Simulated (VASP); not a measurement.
```
CELL_PARAMETERS angstrom
     -2.12838     2.12838     2.12838
      2.12838    -2.12838     2.12838
      2.12838     2.12838    -2.12838
ATOMIC_POSITIONS crystal
  Yb 0.00000 0.00000 0.00000
```

Computed with r2SCAN meta-GGA, VASP's PBE PAW potentials (set 64) (plane waves; VASP 6.6.1). Numerical set-up: 400 eV cut-off, 14×14×14 Γ-centred mesh, tetrahedra with Blöchl corrections, potentials Yb_2.

The 4f electrons are frozen in the core of the lanthanide potential, so 4f levels, which can set the real gap, and their magnetism are missing.

Question: Predict the energy per atom (σ→0), band gap (over mesh and band path) with the smallest direct gap where there is one.

Answer: 
```json
{
 "band gap (over mesh and band path)": "none (metal, semimetal or under 0.01 eV)",
 "energy per atom (σ→0)": "-33.453 eV/atom"
}
```

The absolute energy has meaning only against runs of the same code, potentials and settings.

The structure was generated: Yb was put into the bcc type (Im-3m), which need not be its known phase. It was relaxed first, which changed the volume by -7 %.
